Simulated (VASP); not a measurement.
Output of a VASP run:

OSZICAR:
```
       N       E                     dE             d eps       ncg     rms          rms(c)
DAV:   1     0.415159949878E+03    0.41516E+03   -0.22186E+04  2316   0.273E+03
DAV:   2    -0.173097080118E+01   -0.41689E+03   -0.40818E+03  1984   0.666E+02
DAV:   3    -0.418965925936E+02   -0.40166E+02   -0.38047E+02  2376   0.139E+02
DAV:   4    -0.437227660812E+02   -0.18262E+01   -0.17674E+01  2400   0.272E+01
DAV:   5    -0.437685821907E+02   -0.45816E-01   -0.44880E-01  2476   0.453E+00    0.251E+01
DAV:   6    -0.426430890175E+02    0.11255E+01   -0.22870E+00  2412   0.124E+01    0.126E+01
DAV:   7    -0.423603667574E+02    0.28272E+00   -0.89814E-01  2188   0.808E+00    0.205E+00
DAV:   8    -0.423391127886E+02    0.21254E-01   -0.91468E-02  2448   0.277E+00    0.602E-01
DAV:   9    -0.423363293973E+02    0.27834E-02   -0.10601E-02  2208   0.776E-01    0.144E-01
DAV:  10    -0.423362624450E+02    0.66952E-04   -0.18093E-03  2472   0.426E-01    0.477E-02
DAV:  11    -0.423362238703E+02    0.38575E-04   -0.32710E-04  2492   0.186E-01    0.209E-02
DAV:  12    -0.423362197828E+02    0.40874E-05   -0.24399E-05  2476   0.490E-02    0.829E-03
DAV:  13    -0.423362212187E+02   -0.14359E-05   -0.11013E-06  2332   0.105E-02    0.311E-03
DAV:  14    -0.423362210130E+02    0.20570E-06   -0.76350E-08  1368   0.349E-03    0.411E-04
DAV:  15    -0.423362210060E+02    0.70204E-08   -0.15973E-08  1340   0.131E-03
   1 F= -.42336221E+02 E0= -.42336221E+02  d E =0.000000E+00
```

**OUTCAR**
```
------------------------ aborting loop because EDIFF is reached ----------------------------------------
  FORCE on cell =-STRESS in cart. coord.  units (eV):
  Direction    XX          YY          ZZ          XY          YZ          ZX
  --------------------------------------------------------------------------------------
  Total        0.0644297      0.0644297      0.0644297      0.0000000     -0.0000000      0.0000000
  in kB        1.5342267      1.5342267      1.5342267      0.0000000     -0.0000000      0.0000000
  external PRESSURE =       1.5342267 kB  Pullay stress =       0.0000000 kB
  volume of cell :       67.28
      direct lattice vectors                 reciprocal lattice vectors
     0.000000000  3.228190037  3.228190037    -0.154885553  0.154885553  0.154885553
     3.228190037  0.000000000  3.228190037     0.154885553 -0.154885553  0.154885553
     3.228190037  3.228190037  0.000000000     0.154885553  0.154885553 -0.154885553
 POSITION                                       TOTAL-FORCE (eV/Angst)
 -----------------------------------------------------------------------------------
      0.00000      0.00000      0.00000         0.000000     -0.000000     -0.000000
      3.22819      3.22819      3.22819         0.000000     -0.000000     -0.000000
      1.61410      1.61410      1.61410         0.000000      0.000000      0.000000
      4.84229      4.84229      4.84229        -0.000000     -0.000000     -0.000000
 -----------------------------------------------------------------------------------
    total drift:                                0.000000     -0.000000     -0.000000
  FREE ENERGIE OF THE ION-ELECTRON SYSTEM (eV)
  ---------------------------------------------------
  free  energy   TOTEN  =       -42.3362210060 eV

  energy  without entropy=      -42.3362210060  energy(sigma->0) =      -42.33622101

 total charge

# of ion       s       p       d       tot
------------------------------------------
    1        1.069   1.254  10.089  12.412
    2        0.393   6.125   2.602   9.121
    3        0.324   6.182   2.438   8.944
    4        0.324   6.182   2.438   8.944
--------------------------------------------------
tot          2.112  19.744  17.567  39.422

 Electric field gradients after diagonalization (V/A^2)
 (convention: |V_zz| > |V_xx| > |V_yy|)
----------------------------------------------------------------------
 ion       V_xx      V_yy      V_zz     asymmetry (V_yy - V_xx)/ V_zz
----------------------------------------------------------------------
   1      -0.002    -0.002     0.003       0.000
   2       0.001     0.001    -0.002       0.000
   3       0.001     0.001    -0.002       0.000
   4       0.001     0.001    -0.002       0.000
```
(Selected blocks of OUTCAR.)

POSCAR:
```
Ta3Ge
1
   -0.0000000000     3.2281900371     3.2281900371
    3.2281900371    -0.0000000000     3.2281900371
    3.2281900371     3.2281900371    -0.0000000000
Ge Ta
1 3
Direct
  0.0000000000   0.0000000000   0.0000000000
  0.5000000000   0.5000000000   0.5000000000
  0.2500000000   0.2500000000   0.2500000000
  0.7500000000   0.7500000000   0.7500000000
```

### Question
Reconstruct the remaining input files.

### Answer
This is not unique; one that fits is the input of the run itself, PBEsol GGA, plane waves, VASP's PBE PAW potentials (set 64).

File KPOINTS:
```
Automatic mesh
0
Gamma
9 9 9
0 0 0
```

### INCAR
```
SYSTEM = Ta3Ge
PREC = Accurate; ENCUT = 400; LREAL = .FALSE.
LASPH = .TRUE.
EDIFF = 1E-7; NELM = 100; ALGO = Normal
LMAXMIX = 6
ISMEAR = -5
GGA = PS
ISIF = 2
LWAVE = .FALSE.; LCHARG = .TRUE.; LORBIT = 11
NEDOS = 601
LEFG = .TRUE.
```

POTCAR, in this order: Ge_d Ta_pv (PBE.64 set). Program: vasp_std.

For a metal the tetrahedron method with Blöchl corrections gives inexact stress and forces.

The structure was generated: Ta3Ge was put into the D03 type (Fm-3m), which need not be its known phase. It was relaxed first, which changed the volume by -19 %. The electron count is odd and the run is not spin-polarised, which forces a metal.
